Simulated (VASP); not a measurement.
Given:

```
CELL_PARAMETERS angstrom
      1.38000    -2.39023     0.00000
      1.38000     2.39023     0.00000
      0.00000     0.00000     4.46000
ATOMIC_POSITIONS crystal
  Re 0.33333 0.66667 0.25000
  Re 0.66667 0.33333 0.75000
```

Method: PBEsol GGA, VASP's PBE PAW potentials (set 64) (plane waves; VASP 6.6.1). Settings: 400 eV cut-off, 14×14×8 Γ-centred mesh, first-order Methfessel-Paxton smearing of 0.10 eV, potentials Re.

Task: The ions, cell shape and volume are relaxed. Predict the relaxed structure.

Result: 
```
CELL_PARAMETERS angstrom
      1.37464    -2.38094     0.00000
      1.37464     2.38094     0.00000
      0.00000     0.00000     4.44801
ATOMIC_POSITIONS crystal
  Re 0.33333 0.66667 0.25000
  Re 0.66667 0.33333 0.75000
```
Space group P6_3/mmc (194), at a tolerance of 0.03 Å.

Task: How do energy and volume change from the first to the last step?

Result: The energy (σ→0) changes by -2.0 meV/atom and the volume by -1.0 %, in 10 ionic steps.

The compound is Re in the hcp structure. This run relaxes it. Symmetry was kept, so distortions that lower it aren't found.
